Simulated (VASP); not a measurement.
# Osmium: how numerical settings change the zone-centre modes

Aim: test the modes of Osmium against the numerical settings. The starting structure is a measured crystal structure from the Crystallography Open Database.

Calculated with VASP 6.6.1; Kohn-Sham DFT with plane waves and PAW; LDA.

## Step 1: The starting structure

It takes space group P6_3/mmc (No. 194, hexagonal). The conventional cell has a = 2.734 Å, b = 2.734 Å, c = 4.320 Å, α = 90.00°, β = 90.00°, γ = 120.00°. Nearest to Os lie 12 Os at 2.68 to 2.73 Å.

## Step 2: Reference modes

The cell comes from a relaxation at this level, not shown (27.46 Å³).

File INCAR:

```
SYSTEM = Os
PREC = Accurate
ENCUT = 450
EDIFF = 1E-08
NELM = 100
ISMEAR = 1
SIGMA = 0.15
LREAL = .FALSE.
ALGO = Normal
GGA = CA
NBANDS = 14
LORBIT = 11
LWAVE = .FALSE.
LCHARG = .FALSE.
KPAR = 2
IBRION = 8
ISIF = 2
```

File POSCAR:

```
Os
1.0
    2.7169082584      0.0000000000      0.0000000000
   -1.3584541292      2.3529115716      0.0000000000
    0.0000000000      0.0000000000      4.2960881952
Os
2
Direct
    0.6666666667      0.3333333333      0.7500000000
    0.3333333333      0.6666666667      0.2500000000
```

File KPOINTS:

```
Automatic mesh
0
Gamma
18 18 10
0 0 0
```

PAW data sets: Os (LDA family, release 64).

Launch:

```console
$ mpirun -np 2 vasp_std
```

The log of the run:

```text
[banner, memory and clock lines left out]
running    2 mpi-ranks, on    1 nodes
 distrk:  each k-point on    1 cores,    2 groups
 distr:  one band on    1 cores,    1 groups

 POSCAR found type information on POSCAR Os
 POSCAR found :  1 types and       2 ions
 LDA part: xc-table for (Slater(with rela. corr.)+CA(PZ))
 , standard interpolation
 POSCAR, INCAR and KPOINTS ok, starting setup
 FFT: planning ... GRIDC
 FFT: planning ... GRID_SOFT
 FFT: planning ... GRID
 WAVECAR not read
 entering main loop
       N       E                     dE             d eps       ncg     rms          rms(c)
DAV:   1     0.831540423394E+02    0.83154E+02   -0.69556E+03  6216   0.974E+02
DAV:   2    -0.228625087501E+02   -0.10602E+03   -0.93858E+02  6510   0.323E+02
DAV:   3    -0.268614698875E+02   -0.39990E+01   -0.38448E+01  8040   0.540E+01
DAV:   4    -0.268937664547E+02   -0.32297E-01   -0.32106E-01  6788   0.482E+00
DAV:   5    -0.268939390554E+02   -0.17260E-03   -0.17259E-03  8046   0.321E-01    0.344E+01
DAV:   6    -0.256516213033E+02    0.12423E+01   -0.11678E+00  7602   0.942E+00    0.153E+01
DAV:   7    -0.253104487869E+02    0.34117E+00   -0.70920E-01  7776   0.717E+00    0.909E-01
DAV:   8    -0.253018023891E+02    0.86464E-02   -0.70094E-03  6366   0.654E-01    0.363E-01
DAV:   9    -0.252998379482E+02    0.19644E-02   -0.15269E-03  7380   0.388E-01    0.490E-02
DAV:  10    -0.252998422605E+02   -0.43123E-05   -0.24803E-05  7674   0.381E-02    0.162E-02
DAV:  11    -0.252998362481E+02    0.60124E-05   -0.18965E-06  7050   0.165E-02    0.103E-03
DAV:  12    -0.252998361660E+02    0.82058E-07   -0.49490E-08  7626   0.231E-03    0.153E-04
DAV:  13    -0.252998361641E+02    0.18914E-08   -0.14078E-09  4302   0.391E-04
   1 F= -.25299836E+02 E0= -.25299378E+02  d E =-.137454E-02
 Linear response reoptimize wavefunctions to high precision
DAV:   1    -0.252998361637E+02    0.38676E-09   -0.15462E-10  4674   0.111E-04
DAV:   2    -0.252998361637E+02   -0.19554E-10   -0.11096E-11  3522   0.363E-05
 Linear response DOF=           2
 Linear response progress:
  Degree of freedom:   1/  2
       N       E                     dE             d eps       ncg     rms          rms(c)
RMM:   1    -0.197006857473E+00   -0.19701E+00   -0.11187E-01 46074   0.249E+00
RMM:   2    -0.193429189359E+00    0.35777E-02   -0.18601E-03 39935   0.488E-01    0.155E-01
RMM:   3    -0.192206950145E+00    0.12222E-02   -0.51649E-04 43082   0.152E-01    0.858E-02
RMM:   4    -0.191578525885E+00    0.62842E-03   -0.74419E-04 43447   0.180E-01    0.115E-02
RMM:   5    -0.191638635905E+00   -0.60110E-04   -0.93030E-06 44702   0.236E-02    0.285E-03
RMM:   6    -0.191626101495E+00    0.12534E-04   -0.79425E-07 44659   0.549E-03    0.131E-03
RMM:   7    -0.191622726850E+00    0.33746E-05   -0.30478E-08 45604   0.131E-03    0.771E-04
RMM:   8    -0.191620169900E+00    0.25570E-05   -0.15721E-08 44688   0.100E-03    0.852E-05
RMM:   9    -0.191619599460E+00    0.57044E-06   -0.16273E-08 46066   0.120E-04    0.213E-05
RMM:  10    -0.191619447587E+00    0.15187E-06   -0.17029E-09 46179   0.179E-05    0.365E-06
RMM:  11    -0.191619434353E+00    0.13233E-07   -0.28095E-09 44537   0.714E-06    0.801E-07
RMM:  12    -0.191619439356E+00   -0.50023E-08   -0.63088E-10 34391   0.411E-06    0.249E-07
 first order change of Fermi-energy  -0.12823E-04
 force on displaced ion       1 direction 1 : -10.308   0.001   0.000
 Linear response progress:
  Degree of freedom:   2/  2
       N       E                     dE             d eps       ncg     rms          rms(c)
RMM:   1    -0.252155245633E+00   -0.25216E+00   -0.14030E-01 15966   0.263E+00
RMM:   2    -0.243345266581E+00    0.88100E-02   -0.85474E-04 13003   0.685E-01    0.186E-01
RMM:   3    -0.243160424002E+00    0.18484E-03   -0.35045E-04 14874   0.140E-01    0.104E-01
RMM:   4    -0.243306594763E+00   -0.14617E-03   -0.53427E-04 14840   0.147E-01    0.114E-02
RMM:   5    -0.243352015162E+00   -0.45420E-04   -0.33851E-05 15321   0.170E-02    0.519E-03
RMM:   6    -0.243365660173E+00   -0.13645E-04   -0.11526E-05 15061   0.412E-03    0.317E-03
RMM:   7    -0.243370392145E+00   -0.47320E-05   -0.42221E-08 15328   0.249E-03    0.447E-04
RMM:   8    -0.243368261650E+00    0.21305E-05    0.83943E-08 15351   0.494E-04    0.141E-04
RMM:   9    -0.243367079461E+00    0.11822E-05   -0.55914E-08 15448   0.199E-04    0.221E-05
RMM:  10    -0.243367110257E+00   -0.30796E-07   -0.78768E-08 14710   0.522E-05    0.298E-06
RMM:  11    -0.243367112222E+00   -0.19652E-08   -0.98063E-09 15665   0.168E-05    0.222E-06
 first order change of Fermi-energy   0.11534E-03
 force on displaced ion       1 direction 3 :   0.000  -0.000 -17.832
 Linear response finished
```

It took 3.6 min on 2 MPI ranks of Intel Xeon 6975P-C (Granite Rapids), shared host; peak memory 1.3 GiB; 7.1 min of CPU time.

Lines that name or quote the potential files are left out of all logs, and their timing lines are given in words.

From OUTCAR (step 2):

```text
ion  position               nearest neighbor table
   1  0.667  0.333  0.750-   2 2.66   2 2.66   2 2.66   2 2.66   2 2.66   2 2.66
   2  0.333  0.667  0.250-   1 2.66   1 2.66   1 2.66   1 2.66   1 2.66   1 2.66

  LATTYP: Found a hexagonal cell.
 ALAT       =     2.7169082584
 C/A-ratio  =     1.5812415388

 Subroutine GETGRP returns: Found 24 space group operations
 (whereof 12 operations were pure point group operations)

The static configuration has the point symmetry D_3d.
 The point group associated with its full space group is D_6h.

 Found    222 irreducible k-points:

   k-points           NKPTS =    222   k-points in BZ     NKDIM =    222   number of bands    NBANDS=     14

   dimension x,y,z NGX =    20 NGY =   20 NGZ =   30
   dimension x,y,z NGXF=    40 NGYF=   40 NGZF=   60

   ENCUT  =  450.0 eV  33.07 Ry    5.75 a.u.   4.70  4.70  7.43*2*pi/ulx,y,z

   NELECT =      16.0000    total number of electrons

 k-points in reciprocal lattice and weights: Automatic mesh
   0.00000000  0.00000000  0.00000000       0.000
   0.05555556  0.00000000  0.00000000       0.002
   0.11111111  0.00000000  0.00000000       0.002
   0.16666667 -0.00000000  0.00000000       0.002
   0.22222222  0.00000000  0.00000000       0.002
   0.27777778  0.00000000  0.00000000       0.002
   0.33333333 -0.00000000  0.00000000       0.002
   0.38888889 -0.00000000  0.00000000       0.002
   0.44444444  0.00000000  0.00000000       0.002
[...]
0.33333333  0.27777778  0.50000000       0.004
   0.33333333  0.33333333  0.50000000       0.001

 average (electrostatic) potential at core
       1 -43.2737       2 -43.2737

  Total        0.0026585      0.0026585      0.0023452      0.0000000     -0.0000000     -0.0000000
  in kB        0.1550951      0.1550951      0.1368156      0.0000000     -0.0000000     -0.0000000
  external PRESSURE =       0.1490020 kB  Pullay stress =       0.0000000 kB

  energy-cutoff  :      450.00
  volume of cell :       27.46
      direct lattice vectors                 reciprocal lattice vectors
     2.716908258  0.000000000  0.000000000     0.368065428  0.212502674  0.000000000
    -1.358454129  2.352911572  0.000000000     0.000000000  0.425005347  0.000000000
     0.000000000  0.000000000  4.296088195     0.000000000  0.000000000  0.232769895

 POSITION                                       TOTAL-FORCE (eV/Angst)
 -----------------------------------------------------------------------------------
      1.35845      0.78430      3.22207         0.000000     -0.000000      0.000000
     -0.00000      1.56861      1.07402        -0.000000      0.000000      0.000000
 -----------------------------------------------------------------------------------
    total drift:                                0.000000     -0.000000     -0.000000

 Eigenvectors and eigenvalues of the dynamical matrix
 ----------------------------------------------------

   1 f  =    6.769511 THz    42.534093 2PiTHz  225.806588 cm-1    27.996436 meV
             X         Y         Z           dx          dy          dz
      1.358454  0.784304  3.222066    -0.000000   -0.000000   -0.707107
     -0.000000  1.568608  1.074022     0.000000    0.000000    0.707107

   2 f  =    5.146862 THz    32.338689 2PiTHz  171.680846 cm-1    21.285702 meV
             X         Y         Z           dx          dy          dz
      1.358454  0.784304  3.222066     0.000001    0.707107    0.000000
     -0.000000  1.568608  1.074022    -0.000001   -0.707107    0.000000

   3 f  =    5.146862 THz    32.338689 2PiTHz  171.680846 cm-1    21.285702 meV
             X         Y         Z           dx          dy          dz
      1.358454  0.784304  3.222066     0.707107   -0.000001   -0.000000
     -0.000000  1.568608  1.074022    -0.707107    0.000001   -0.000000

   4 f  =    0.000000 THz     0.000000 2PiTHz    0.000001 cm-1     0.000000 meV
             X         Y         Z           dx          dy          dz
      1.358454  0.784304  3.222066     0.631194   -0.304321    0.094780
     -0.000000  1.568608  1.074022     0.631194   -0.304321    0.094780

   5 f/i=    0.000000 THz     0.000000 2PiTHz    0.000002 cm-1     0.000000 meV
             X         Y         Z           dx          dy          dz
      1.358454  0.784304  3.222066    -0.315593   -0.567228    0.280452
     -0.000000  1.568608  1.074022    -0.315593   -0.567228    0.280452

   6 f/i=    0.000000 THz     0.000001 2PiTHz    0.000004 cm-1     0.000001 meV
             X         Y         Z           dx          dy          dz
      1.358454  0.784304  3.222066    -0.044669   -0.292645   -0.642155
     -0.000000  1.568608  1.074022    -0.044669   -0.292645   -0.642155

 ELASTIC MODULI CONTR FROM IONIC RELAXATION (kBar)
 Direction    XX          YY          ZZ          XY          YZ          ZX
 --------------------------------------------------------------------------------
 XX         -12.0577     12.0577     -0.0000     -0.0000     -0.0000      0.0000
 YY          12.0577    -12.0577      0.0000      0.0000      0.0000      0.0000
 ZZ          -0.0000      0.0000     -0.0000     -0.0000      0.0000      0.0000
 XY          -0.0000      0.0000     -0.0000    -12.0577      0.0000      0.0000
 YZ          -0.0000      0.0000      0.0000      0.0000     -0.0000      0.0000
 ZX           0.0000      0.0000      0.0000      0.0000      0.0000      0.0000
 --------------------------------------------------------------------------------
```

Energies printed during the response cycles are not total energies of the cell.

Reference: the zone-centre modes are B1g 225.8, E2g 171.7 cm⁻¹.

## Step 3: Modes with a 10×10×6 mesh

Against step 2 the input has a 10×10×6 mesh.

INCAR is that of step 2.

POSCAR is that of step 2.

File KPOINTS:

```
Automatic mesh
0
Gamma
10 10 6
0 0 0
```

Launch:

```console
$ mpirun -np 2 vasp_std
```

The log of the run:

```text
[... set-up lines as in an earlier step ...]
 entering main loop
       N       E                     dE             d eps       ncg     rms          rms(c)
DAV:   1     0.871275316838E+02    0.87128E+02   -0.70134E+03  1568   0.976E+02
DAV:   2    -0.224994426911E+02   -0.10963E+03   -0.97113E+02  1676   0.326E+02
DAV:   3    -0.268380407275E+02   -0.43386E+01   -0.41781E+01  2030   0.560E+01
DAV:   4    -0.268740006600E+02   -0.35960E-01   -0.35919E-01  1706   0.504E+00
[...]
DAV:  11    -0.252794182556E+02    0.71244E-05   -0.25382E-06  1796   0.185E-02    0.136E-03
DAV:  12    -0.252794182225E+02    0.33087E-07   -0.34574E-08  1928   0.186E-03    0.655E-04
DAV:  13    -0.252794182221E+02    0.37721E-09   -0.15404E-09  1006   0.326E-04
   1 F= -.25279418E+02 E0= -.25279738E+02  d E =0.960199E-03
 Linear response reoptimize wavefunctions to high precision
DAV:   1    -0.252794182219E+02    0.20714E-09   -0.12517E-10  1174   0.110E-04
DAV:   2    -0.252794182219E+02   -0.13642E-11   -0.93519E-12   838   0.331E-05
 Linear response DOF=           2
 Linear response progress:
[...]
RMM:  10    -0.191844510448E+00    0.12289E-06    0.26910E-09  9702   0.208E-05    0.539E-06
RMM:  11    -0.191844494650E+00    0.15798E-07   -0.14193E-08  9741   0.720E-06    0.596E-07
RMM:  12    -0.191844497864E+00   -0.32137E-08   -0.54254E-09  5791   0.163E-06    0.322E-07
 first order change of Fermi-energy  -0.29106E-04
 force on displaced ion       1 direction 1 :  -9.769   0.002   0.000
 Linear response progress:
  Degree of freedom:   2/  2
       N       E                     dE             d eps       ncg     rms          rms(c)
RMM:   1    -0.251782788226E+00   -0.25178E+00   -0.13950E-01  3503   0.262E+00
RMM:   2    -0.243128913733E+00    0.86539E-02    0.20833E-03  2826   0.682E-01    0.189E-01
RMM:   3    -0.243231865718E+00   -0.10295E-03   -0.16999E-04  3226   0.142E-01    0.105E-01
RMM:   4    -0.243409491112E+00   -0.17763E-03   -0.48818E-04  3222   0.142E-01    0.303E-02
[...]
RMM:  10    -0.243481239942E+00    0.95902E-07    0.24389E-07  3235   0.745E-05    0.426E-06
RMM:  11    -0.243481250946E+00   -0.11004E-07   -0.73146E-09  3396   0.136E-05    0.220E-06
RMM:  12    -0.243481255749E+00   -0.48032E-08   -0.24286E-08  3254   0.710E-06    0.336E-07
 first order change of Fermi-energy   0.10132E-03
 force on displaced ion       1 direction 3 :   0.000   0.000 -15.334
 Linear response finished
```

It took 47 s on 2 MPI ranks; peak memory 0.46 GiB.

Parts of OUTCAR (step 3):

```text
  Total        0.2755647      0.2755647     -0.4947763     -0.0000000     -0.0000000      0.0000000
  in kB       16.0760863     16.0760863    -28.8646093     -0.0000000     -0.0000000      0.0000000
  external PRESSURE =       1.0958545 kB  Pullay stress =       0.0000000 kB

[... 2 parts as in an earlier step ...]

[... 1 further part left out ...]
```

With a 10×10×6 mesh the modes are B1g 209.4, E2g 167.1 cm⁻¹; the largest shift is -16.4 cm⁻¹, in B1g, from the reference.

## Step 4: Modes with a cutoff of 230 eV

Against step 2 the input has ENCUT = 230.

Edit INCAR of step 3 so:

```diff
@@ -2,3 +2,3 @@
 PREC = Accurate
-ENCUT = 450
+ENCUT = 230
 EDIFF = 1E-08
```

POSCAR is that of step 3.

File KPOINTS:

```
Automatic mesh
0
Gamma
18 18 10
0 0 0
```

Launch:

```console
$ mpirun -np 2 vasp_std
```

The log of the run:

```text
[... set-up lines as in an earlier step ...]
 entering main loop
       N       E                     dE             d eps       ncg     rms          rms(c)
DAV:   1     0.170304806064E+02    0.17030E+02   -0.47283E+03  6902   0.542E+02
DAV:   2    -0.260329678455E+02   -0.43063E+02   -0.38714E+02  7336   0.168E+02
DAV:   3    -0.268526703141E+02   -0.81970E+00   -0.81404E+00  7284   0.222E+01
DAV:   4    -0.268541675951E+02   -0.14973E-02   -0.14971E-02  7392   0.918E-01
[...]
DAV:  10    -0.252248632867E+02    0.61324E-05   -0.16025E-05  6894   0.300E-02    0.222E-02
DAV:  11    -0.252248633724E+02   -0.85628E-07   -0.41711E-07  7644   0.629E-03    0.234E-03
DAV:  12    -0.252248633738E+02   -0.14529E-08   -0.15128E-08  5648   0.124E-03
   1 F= -.25224863E+02 E0= -.25224400E+02  d E =-.138975E-02
 Linear response reoptimize wavefunctions to high precision
DAV:   1    -0.252248633685E+02    0.53144E-08   -0.11695E-09  4950   0.264E-04
DAV:   2    -0.252248633685E+02    0.90949E-12   -0.56947E-11  3726   0.645E-05
 Linear response DOF=           2
 Linear response progress:
[...]
RMM:   9    -0.192636681550E+00    0.67828E-06    0.90194E-08 45784   0.649E-05    0.125E-05
RMM:  10    -0.192636571771E+00    0.10978E-06    0.11005E-08 46208   0.140E-05    0.352E-06
RMM:  11    -0.192636562372E+00    0.93984E-08    0.42377E-10 44380   0.964E-06    0.509E-07
 first order change of Fermi-energy  -0.13521E-04
 force on displaced ion       1 direction 1 : -10.270   0.001   0.000
 Linear response progress:
  Degree of freedom:   2/  2
       N       E                     dE             d eps       ncg     rms          rms(c)
RMM:   1    -0.254022624385E+00   -0.25402E+00   -0.14531E-01 15594   0.248E+00
RMM:   2    -0.244783297834E+00    0.92393E-02   -0.29612E-04 14067   0.461E-01    0.190E-01
RMM:   3    -0.244523112805E+00    0.26019E-03   -0.44886E-04 14984   0.123E-01    0.105E-01
RMM:   4    -0.244667805407E+00   -0.14469E-03   -0.59860E-04 14895   0.144E-01    0.117E-02
[...]
RMM:  10    -0.244713350947E+00   -0.14304E-07   -0.13488E-07 15425   0.204E-05    0.245E-06
RMM:  11    -0.244713342181E+00    0.87664E-08   -0.14128E-07 13431   0.849E-06    0.754E-07
RMM:  12    -0.244713339595E+00    0.25852E-08   -0.14421E-08 11295   0.696E-06    0.132E-07
 first order change of Fermi-energy   0.11230E-03
 force on displaced ion       1 direction 3 :  -0.000   0.000 -17.634
 Linear response finished
```

It took 68 s on 2 MPI ranks; peak memory 0.64 GiB.

From OUTCAR (step 4):

```text
  Total       -0.4226587     -0.4226587     -0.4429232      0.0000000     -0.0000000      0.0000000
  in kB      -24.6573632    -24.6573632    -25.8395697      0.0000000     -0.0000000      0.0000000
  external PRESSURE =     -25.0514320 kB  Pullay stress =       0.0000000 kB

 POSITION                                       TOTAL-FORCE (eV/Angst)
 -----------------------------------------------------------------------------------
      1.35845      0.78430      3.22207        -0.000000      0.000000      0.000000
     -0.00000      1.56861      1.07402         0.000000     -0.000000      0.000000
 -----------------------------------------------------------------------------------
    total drift:                                0.000000     -0.000000     -0.000000

[... 1 part as in an earlier step ...]

[... 1 further part left out ...]
```

With a cutoff of 230 eV the modes are B1g 224.6, E2g 171.4 cm⁻¹; the largest shift is -1.2 cm⁻¹, in B1g, from the reference.

(Part 1 of 2 ends here.)

[Lines on the potential files, build, host, timing and source positions are cut from VASP's logs without a mark.]

[Logs are printed without paths, hosts, clocks, repeated set-up lines and the standing remarks that a program may print on its own settings, such as how far it seeks lower states.]

[Hosts, paths, dates, database ids (printed as entryN), source tags and the programs' standing remarks are cut or masked in the printed files.]
